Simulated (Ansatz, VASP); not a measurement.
**Cross-check of AlGaN2 between VASP and Ansatz**

Wanted: the spread between two codes on one cell, functional and k mesh. The cell is taken from a series of runs on this material, whose earlier steps may have relaxed, scaled, displaced or heated it; both programs get it as it stands.

Calculated with Ansatz 0.2.0; plane waves, with VASP 6.6.1 beside it; zone-centre phonons at LDA.

## Step 1: Starting point

It takes space group P3m1 (No. 156, trigonal). Conventional cell: a = 3.119 Å, b = 3.119 Å, c = 5.053 Å, α = 90.00°, β = 90.00°, γ = 120.00°. Nearest to Al lie 4 N at 1.88 to 1.89 Å. Ga has 4 N at 1.92 to 1.94 Å nearest. Nearest to N lie 3 Al at 1.89 Å and 1 Ga at 1.94 Å. Nearest to N lie 1 Al at 1.88 Å and 3 Ga at 1.92 Å. Farther neighbours and most contacts between anions are not listed.

## Step 2: VASP: zone-centre phonons, LDA

Second derivatives magnify differences that forces hide, and they need a tight electronic threshold.

Lines of VASP's logs that name or quote its potential files are left out, and so is its time.

INCAR reads:

```
SYSTEM = AlGaN2
PREC = Accurate
ENCUT = 600
EDIFF = 1E-08
NELM = 120
ISMEAR = -1
SIGMA = 0.026
LREAL = .FALSE.
ALGO = Normal
GGA = PW92
NELECT = 25.92
NBANDS = 18
LORBIT = 11
LWAVE = .FALSE.
LCHARG = .FALSE.
ISIF = 2
IBRION = 8
LASPH = .TRUE.
GGA_COMPAT = .FALSE.
KPAR = 2
```

POSCAR reads:

```
AlGaN2
1.0
    3.1191540346     -0.0000002863      0.0000000000
   -1.5595767694      2.7012667754      0.0000000000
    0.0000000000      0.0000000000      5.0528985475
Al Ga N
1 1 2
Direct
    0.0000000000      0.0000000000      0.9994937145
    0.6666666667      0.3333333333      0.4971805407
    0.6666666667      0.3333333333      0.1128676700
    0.0000000000      0.0000000000      0.6268580748
```

KPOINTS reads:

```
Automatic mesh
0
Gamma
12 12 8
0 0 0
```

PAW data sets: Al, Ga_d and N (LDA family, release 64).

On the command line:

```
$ mpirun -np 2 vasp_std
```

Numbers of over 12 decimals in the logs are rounded to 6 here.

The program printed:

```text
[banner, memory and clock lines left out]
running    2 mpi-ranks, on    1 nodes
 distrk:  each k-point on    1 cores,    2 groups
 distr:  one band on    1 cores,    1 groups

 POSCAR found type information on POSCAR AlGaN
 POSCAR found :  3 types and       4 ions
|                                                                             |
|               ----> ADVICE to this user running VASP <----                  |
|                                                                             |
|     You enforced a specific xc type in the INCAR file but a different       |
|     [... a line on the potential file left out ...]
|     I HOPE YOU KNOW WHAT YOU ARE DOING!                                     |
|                                                                             |

 LDA part: xc-table for (Slater(with rela. corr.)+PW92), standard interpolation
 POSCAR, INCAR and KPOINTS ok, starting setup
 FFT: planning ... GRIDC
 FFT: planning ... GRID_SOFT
 FFT: planning ... GRID
 WAVECAR not read
 entering main loop
       N       E                     dE             d eps       ncg     rms          rms(c)
DAV:   1     0.197913535560E+03    0.19791E+03   -0.13372E+04  4784   0.223E+03
DAV:   2    -0.137209676552E+02   -0.21163E+03   -0.20247E+03  5470   0.469E+02
DAV:   3    -0.347968079816E+02   -0.21076E+02   -0.20845E+02  5498   0.126E+02
DAV:   4    -0.353901488986E+02   -0.59334E+00   -0.58974E+00  6524   0.211E+01
DAV:   5    -0.353978358245E+02   -0.76869E-02   -0.76813E-02  6064   0.230E+00BRMIX: very serious problems
 the old and the new charge density differ
 old charge density:    26.00000 new   25.92000
BRMIX: very serious problems
 the old and the new charge density differ
 old charge density:    26.00000 new   25.92000
    0.114E+01
DAV:   6    -0.308788777382E+02    0.45190E+01   -0.18156E+01  7164   0.603E+01    0.387E+00
DAV:   7    -0.308764130288E+02    0.24647E-02   -0.11440E+00  5292   0.878E+00    0.259E+00
DAV:   8    -0.308255913126E+02    0.50822E-01   -0.19880E-01  6454   0.511E+00    0.683E-01
DAV:   9    -0.308156189151E+02    0.99724E-02   -0.42150E-02  6792   0.350E+00    0.285E-01
DAV:  10    -0.308158073905E+02   -0.18848E-03   -0.51949E-03  5850   0.554E-01    0.959E-02
DAV:  11    -0.308158259279E+02   -0.18537E-04   -0.27365E-04  6580   0.225E-01    0.283E-02
DAV:  12    -0.308158203940E+02    0.55338E-05   -0.45106E-05  5788   0.853E-02    0.153E-02
DAV:  13    -0.308158192082E+02    0.11859E-05   -0.81329E-06  6282   0.307E-02    0.652E-03
DAV:  14    -0.308158192826E+02   -0.74433E-07   -0.16804E-06  6540   0.179E-02    0.161E-03
DAV:  15    -0.308158192912E+02   -0.85611E-08   -0.20196E-07  5518   0.339E-03    0.565E-04
DAV:  16    -0.308158192898E+02    0.13733E-08   -0.13961E-08  3858   0.129E-03
   1 F= -.30815819E+02 E0= -.30815053E+02  d E =-.153212E-02
 Linear response reoptimize wavefunctions to high precision
DAV:   1    -0.308158192899E+02   -0.11414E-09   -0.31174E-09  4424   0.555E-04
DAV:   2    -0.308158192899E+02   -0.48658E-10   -0.53300E-10  3014   0.220E-04
 Linear response DOF=           8
 Linear response progress:
  Degree of freedom:   1/  8
       N       E                     dE             d eps       ncg     rms          rms(c)
RMM:   1    -0.665537409072E-02   -0.66554E-02    0.41112E-04 49175   0.730E-01
RMM:   2    -0.582365944404E-02    0.83171E-03   -0.70327E-04 38502   0.200E-01    0.936E-02
RMM:   3    -0.571433420100E-02    0.10933E-03   -0.14744E-04 43952   0.788E-02    0.516E-02
RMM:   4    -0.573164215662E-02   -0.17308E-04   -0.80384E-05 40789   0.508E-02    0.818E-03
RMM:   5    -0.572883091023E-02    0.28112E-05   -0.36666E-06 44543   0.143E-02    0.265E-03
RMM:   6    -0.572701654097E-02    0.18144E-05   -0.12330E-07 43246   0.346E-03    0.840E-04
RMM:   7    -0.572515538612E-02    0.18612E-05    0.13784E-08 43600   0.118E-03    0.153E-04
RMM:   8    -0.572538839775E-02   -0.23301E-06   -0.14861E-08 44444   0.393E-04    0.937E-05
RMM:   9    -0.572535360138E-02    0.34796E-07   -0.92978E-09 45248   0.142E-04    0.175E-05
RMM:  10    -0.572540003836E-02   -0.46437E-07   -0.11802E-08 44649   0.694E-05    0.124E-05
RMM:  11    -0.572539770546E-02    0.23329E-08   -0.13803E-08 46935   0.384E-05    0.304E-06
 first order change of Fermi-energy   0.58074E-05
 force on displaced ion       1 direction 1 : -15.287   0.000   0.000
 Linear response progress:
  Degree of freedom:   2/  8
       N       E                     dE             d eps       ncg     rms          rms(c)
RMM:   1    -0.148947956109E-01   -0.14895E-01    0.36502E-02 11122   0.158E+00
RMM:   2    -0.116627635113E-01    0.32320E-02   -0.29510E-03  8792   0.571E-01    0.128E-01
RMM:   3    -0.114068340258E-01    0.25593E-03   -0.83354E-04  9073   0.264E-01    0.535E-02
RMM:   4    -0.113569857962E-01    0.49848E-04   -0.10687E-04  9931   0.859E-02    0.295E-02
[...]
first order change of Fermi-energy   0.13585E+01
 force on displaced ion       1 direction 3 :  -0.000  -0.000 -21.335
 Linear response progress:
  Degree of freedom:   3/  8
       N       E                     dE             d eps       ncg     rms          rms(c)
RMM:   1    -0.165241952254E+00   -0.16524E+00    0.27209E-01 26392   0.104E+01
RMM:   2    -0.161753660390E+00    0.34883E-02   -0.48241E-02 41575   0.197E+00    0.790E-02
[...]
Degree of freedom:   5/  8
       N       E                     dE             d eps       ncg     rms          rms(c)
RMM:   1    -0.234270356227E+00   -0.23427E+00    0.18707E-01 50914   0.289E+00
RMM:   2    -0.232548130350E+00    0.17222E-02   -0.56999E-03 37029   0.648E-01    0.176E-01
RMM:   3    -0.233547224087E+00   -0.99909E-03   -0.16278E-03 41989   0.287E-01    0.890E-02
RMM:   4    -0.235310727042E+00   -0.17635E-02   -0.92270E-04 39225   0.164E-01    0.190E-02
RMM:   5    -0.235289086287E+00    0.21641E-04   -0.41662E-05 44424   0.435E-02    0.194E-03
RMM:   6    -0.235278551813E+00    0.10534E-04   -0.15557E-06 42956   0.894E-03    0.118E-03
RMM:   7    -0.235277250134E+00    0.13017E-05   -0.20592E-07 44549   0.274E-03    0.184E-04
RMM:   8    -0.235276549711E+00    0.70042E-06   -0.12224E-07 43746   0.707E-04    0.548E-05
RMM:   9    -0.235275843088E+00    0.70662E-06   -0.11332E-07 44954   0.313E-04    0.152E-05
RMM:  10    -0.235276145514E+00   -0.30243E-06   -0.15030E-07 44620   0.192E-04    0.306E-06
RMM:  11    -0.235276129381E+00    0.16133E-07   -0.43154E-08 47172   0.149E-04    0.131E-06
RMM:  12    -0.235276141814E+00   -0.12433E-07   -0.16370E-07 45874   0.137E-04    0.595E-07
RMM:  13    -0.235276139015E+00    0.27994E-08   -0.75020E-08 42994   0.134E-04    0.405E-07
 first order change of Fermi-energy   0.88645E-04
 force on displaced ion       3 direction 1 : -15.426  -0.001  -0.001
 Linear response progress:
  Degree of freedom:   6/  8
       N       E                     dE             d eps       ncg     rms          rms(c)
RMM:   1    -0.243775931151E+00   -0.24378E+00    0.19283E-01 11135   0.351E+00
RMM:   2    -0.243869566542E+00   -0.93635E-04   -0.12390E-02  8479   0.786E-01    0.168E-01
RMM:   3    -0.244551418567E+00   -0.68185E-03   -0.26178E-03  9430   0.345E-01    0.743E-02
RMM:   4    -0.245626020945E+00   -0.10746E-02   -0.90637E-04  9909   0.172E-01    0.201E-02
RMM:   5    -0.245757104756E+00   -0.13108E-03   -0.36652E-05  9866   0.435E-02    0.592E-03
RMM:   6    -0.245794701064E+00   -0.37596E-04   -0.22170E-06 10055   0.113E-02    0.230E-03
RMM:   7    -0.245793839859E+00    0.86120E-06   -0.34635E-07  9363   0.422E-03    0.125E-03
RMM:   8    -0.245789871790E+00    0.39681E-05   -0.11316E-07  9411   0.159E-03    0.469E-04
RMM:   9    -0.245788659671E+00    0.12121E-05   -0.87641E-08 10271   0.662E-04    0.139E-04
RMM:  10    -0.245788541328E+00    0.11834E-06   -0.87019E-08 10164   0.345E-04    0.396E-05
RMM:  11    -0.245788632725E+00   -0.91398E-07   -0.86293E-08  9933   0.226E-04    0.203E-05
RMM:  12    -0.245788655675E+00   -0.22950E-07   -0.83588E-08 10342   0.188E-04    0.707E-06
RMM:  13    -0.245788686357E+00   -0.30682E-07   -0.94712E-08 10568   0.174E-04    0.231E-06
RMM:  14    -0.245788680064E+00    0.62930E-08   -0.29017E-08 10199   0.171E-04    0.591E-07
 first order change of Fermi-energy   0.27594E+00
 force on displaced ion       3 direction 3 :   0.000  -0.000 -18.436
 Linear response progress:
  Degree of freedom:   7/  8
       N       E                     dE             d eps       ncg     rms          rms(c)
RMM:   1    -0.237935403120E+00   -0.23794E+00    0.83187E-02 51768   0.403E+00
RMM:   2    -0.227678009370E+00    0.10257E-01   -0.11644E-02 36875   0.107E+00    0.151E-01
RMM:   3    -0.228979898686E+00   -0.13019E-02   -0.22473E-03 43043   0.375E-01    0.737E-02
RMM:   4    -0.230378470597E+00   -0.13986E-02   -0.68562E-04 42421   0.174E-01    0.172E-02
RMM:   5    -0.230362607299E+00    0.15863E-04   -0.27748E-05 44138   0.395E-02    0.105E-02
RMM:   6    -0.230320565385E+00    0.42042E-04   -0.33427E-06 43021   0.137E-02    0.111E-03
RMM:   7    -0.230333669091E+00   -0.13104E-04   -0.25315E-07 44671   0.364E-03    0.734E-04
RMM:   8    -0.230333265168E+00    0.40392E-06   -0.11299E-07 43299   0.109E-03    0.944E-05
RMM:   9    -0.230333186230E+00    0.78937E-07   -0.86684E-08 45406   0.421E-04    0.426E-05
RMM:  10    -0.230332725719E+00    0.46051E-06   -0.70020E-08 44945   0.246E-04    0.112E-05
RMM:  11    -0.230332757485E+00   -0.31766E-07   -0.92458E-08 47075   0.193E-04    0.340E-06
RMM:  12    -0.230332723575E+00    0.33910E-07   -0.71483E-08 46567   0.177E-04    0.530E-07
RMM:  13    -0.230332716766E+00    0.68099E-08   -0.73549E-08 46811   0.172E-04    0.327E-07
 first order change of Fermi-energy  -0.27354E-03
 force on displaced ion       4 direction 1 : -14.149   0.001   0.002
 Linear response progress:
  Degree of freedom:   8/  8
       N       E                     dE             d eps       ncg     rms          rms(c)
RMM:   1    -0.249905642986E+00   -0.24991E+00    0.19397E-01 11111   0.346E+00
RMM:   2    -0.247571550088E+00    0.23341E-02   -0.10366E-02  8477   0.815E-01    0.174E-01
RMM:   3    -0.248166619962E+00   -0.59507E-03   -0.23697E-03  9470   0.338E-01    0.816E-02
RMM:   4    -0.249295699716E+00   -0.11291E-02   -0.81346E-04  9742   0.160E-01    0.227E-02
RMM:   5    -0.249461550182E+00   -0.16585E-03   -0.35585E-05  9568   0.467E-02    0.690E-03
RMM:   6    -0.249510033794E+00   -0.48484E-04   -0.33132E-06  9960   0.144E-02    0.202E-03
RMM:   7    -0.249507629390E+00    0.24044E-05   -0.49313E-07  9345   0.583E-03    0.962E-04
RMM:   8    -0.249506620875E+00    0.10085E-05   -0.23288E-07  9923   0.188E-03    0.430E-04
RMM:   9    -0.249506727399E+00   -0.10652E-06   -0.19809E-07 10046   0.797E-04    0.101E-04
RMM:  10    -0.249506508633E+00    0.21877E-06   -0.19152E-07  9918   0.426E-04    0.382E-05
RMM:  11    -0.249506688076E+00   -0.17944E-06   -0.19870E-07 10303   0.287E-04    0.205E-05
RMM:  12    -0.249506703353E+00   -0.15277E-07   -0.15602E-07 10167   0.241E-04    0.593E-06
RMM:  13    -0.249506714212E+00   -0.10859E-07   -0.50169E-07  9851   0.231E-04    0.902E-06
RMM:  14    -0.249506715144E+00   -0.93224E-09   -0.15304E-07 11161   0.216E-04    0.263E-06
RMM:  15    -0.249506711625E+00    0.35192E-08   -0.45019E-07 10341   0.213E-04    0.153E-06
RMM:  16    -0.249506712570E+00   -0.94497E-09   -0.22640E-07 10065   0.214E-04    0.498E-07
RMM:  17    -0.249506712476E+00    0.94141E-10   -0.28955E-07  9539   0.214E-04    0.263E-07
RMM:  18    -0.249506712464E+00    0.11545E-10   -0.25926E-07  9571   0.215E-04    0.179E-07
RMM:  19    -0.249506712988E+00   -0.52414E-09   -0.22625E-07  9522   0.215E-04    0.140E-07
RMM:  20    -0.249506712710E+00    0.27886E-09   -0.27198E-07  9617   0.215E-04    0.479E-08
 first order change of Fermi-energy  -0.33179E+00
 force on displaced ion       4 direction 3 :   0.000   0.000 -20.175
 Linear response finished
```

[end of part 1 of 2]

[Lines on the potential files, build, host, timing and source positions are cut from VASP's logs without a mark.]

[Logs are printed without paths, hosts, clocks, repeated set-up lines and the standing remarks that a program may print on its own settings, such as how far it seeks lower states.]

[Hosts, paths, dates, database ids (printed as entryN), source tags and the programs' standing remarks are cut or masked in the printed files.]
